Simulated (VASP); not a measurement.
```xyz
2
Lattice="0.0000 3.0162 3.0162 3.0162 0.0000 3.0162 3.0162 3.0162 0.0000" Properties=species:S:1:pos:R:3 pbc="T T T"
In     0.0000     0.0000     0.0000
As     1.5081     1.5081     1.5081
```

Computed with LDA (Ceperley-Alder, Perdew-Zunger), VASP's LDA PAW potentials (set 64) (plane waves; VASP). Numerical set-up: 520 eV cut-off, 10×10×10 Γ-centred mesh, first-order Methfessel-Paxton smearing of 0.10 eV, potentials In_d As.

Unless said otherwise, spin-orbit coupling is left out, though it shifts the bands of the heavy elements here.

Task: Predict the energy per atom (σ→0), band gap (on the k-mesh) with the smallest direct gap where there is one.

Result: 
```yaml
band gap (on the k-mesh): none (metal, semimetal or under 0.01 eV)
energy per atom (σ→0): -4515 meV/atom
```

The compound is InAs in the zinc blende structure. It was relaxed first. The start is the result of an earlier pass.
